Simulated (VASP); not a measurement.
Calculation: LDA (Ceperley-Alder, Perdew-Zunger), VASP's LDA PAW potentials (set 64) (plane waves; VASP).

The input files of a VASP run:

KPOINTS:
```
Automatic mesh
0
gamma
17 17 17
```

**POSCAR**
```
In
1.0
 -1.4588318002   1.4588318002   2.3127434991
  1.4588318002  -1.4588318002   2.3127434991
  1.4588318002   1.4588318002  -2.3127434991
In
1
Direct
  0.0000000000   1.0000000000   1.0000000000
```

INCAR:
```
ISMEAR=1   # Methfessel-Paxton
NELM=100   # most electronic steps
ISIF=3   # ions, shape and volume
SYSTEM=In
PREC=Accurate
SIGMA=0.1   # width (eV)
LCHARG=.FALSE.
NSW=40   # most ionic steps
ENCUT=500   # plane-wave cut-off (eV)
IBRION=2   # conjugate gradients
PSTRESS=200
EDIFF=1E-6
LREAL=.FALSE.
LASPH=.TRUE.   # aspherical one-centre terms
EDIFFG=-0.02
ALGO=Normal
LWAVE=.FALSE.
LMAXMIX=4   # l cut-off of mixed one-centre charges
```

POTCAR, in this order: In_d (LDA.64 set). Program: vasp_std.

Output of the run:

File OUTCAR:
```
 ion  position               nearest neighbor table
   1  0.000  0.000  0.000-
  LATTYP: Found a body centered tetragonal cell.
 ALAT       =     2.9176636004
 C/A-ratio  =     1.5853393782
 Subroutine PRICEL returns:
 Original cell was already a primitive cell.
 Subroutine GETGRP returns: Found 16 space group operations
The static configuration has the point symmetry D_4h.
The dynamic configuration has the point symmetry D_4h.
 Subroutine INISYM returns: Found 16 space group operations
 Subroutine IBZKPT returns following result:
 Found    405 irreducible k-points:

 Following reciprocal coordinates:
            Coordinates               Weight
  0.000000  0.000000  0.000000      1.000000
  0.058824  0.000000 -0.000000      8.000000
  0.117647  0.000000 -0.000000      8.000000
  0.176471  0.000000 -0.000000      8.000000
  0.235294  0.000000 -0.000000      8.000000
  0.294118  0.000000 -0.000000      8.000000
  0.352941  0.000000 -0.000000      8.000000
  0.411765  0.000000 -0.000000      8.000000
  0.470588  0.000000 -0.000000      8.000000
...
```

**OSZICAR**
```
       N       E                     dE             d eps       ncg     rms          rms(c)
DAV:   1     0.692263041206E+02    0.69226E+02   -0.64839E+03  8134   0.177E+03
DAV:   2    -0.734776069762E+00   -0.69961E+02   -0.68833E+02  8264   0.292E+02
DAV:   3    -0.299650059199E+01   -0.22617E+01   -0.22518E+01  9486   0.628E+01
DAV:   4    -0.304185393707E+01   -0.45353E-01   -0.45238E-01 10280   0.834E+00
DAV:   5    -0.304370664625E+01   -0.18527E-02   -0.18526E-02 10138   0.140E+00    0.443E+00
DAV:   6    -0.298855441420E+01    0.55152E-01   -0.81793E-02  9506   0.734E+00    0.213E+00
DAV:   7    -0.297325400798E+01    0.15300E-01   -0.23892E-02 12334   0.363E+00    0.393E-01
DAV:   8    -0.297163200276E+01    0.16220E-02   -0.12099E-03  9172   0.814E-01    0.470E-02
DAV:   9    -0.297162908223E+01    0.29205E-05   -0.17040E-05 12342   0.718E-02    0.230E-02
DAV:  10    -0.297162843606E+01    0.64617E-06   -0.52844E-07  5628   0.137E-02
   1 F= -.51399381E+00 E0= -.51393384E+00  d E =-.513994E+00
```

OUTCAR:
```
------------------------ aborting loop because EDIFF is reached ----------------------------------------
  FORCE on cell =-STRESS in cart. coord.  units (eV):
  Direction    XX          YY          ZZ          XY          YZ          ZX
  --------------------------------------------------------------------------------------
  Total        2.4515833      2.4515833      2.4586359      0.0000000      0.0000000      0.0000000
  in kB      199.5075506    199.5075506    200.0814859      0.0000000      0.0000000      0.0000000
  external PRESSURE =      -0.3011376 kB  Pullay stress =     200.0000000 kB
  volume of cell :       19.69
      direct lattice vectors                 reciprocal lattice vectors
    -1.458831800  1.458831800  2.312743499     0.000000000  0.342739992  0.216193452
     1.458831800 -1.458831800  2.312743499     0.342739992  0.000000000  0.216193452
     1.458831800  1.458831800 -2.312743499     0.342739992  0.342739992  0.000000000
 POSITION                                       TOTAL-FORCE (eV/Angst)
 -----------------------------------------------------------------------------------
      0.00000      0.00000      0.00000         0.000000      0.000000     -0.000000
 -----------------------------------------------------------------------------------
    total drift:                               -0.000000      0.000000      0.000000
  FREE ENERGIE OF THE ION-ELECTRON SYSTEM (eV)
  ---------------------------------------------------
  free  energy   TOTEN  =        -2.9716284361 eV

  energy  without entropy=       -2.9714485327  energy(sigma->0) =       -2.97156847
  enthalpy is  TOTEN    =        -0.5139938125 eV   P V=        2.4576346236

 reached required accuracy - stopping structural energy minimisation
```
(Selected blocks of OUTCAR.)

The compound is In in the bct structure. It was relaxed first under an external pressure of 20 GPa.
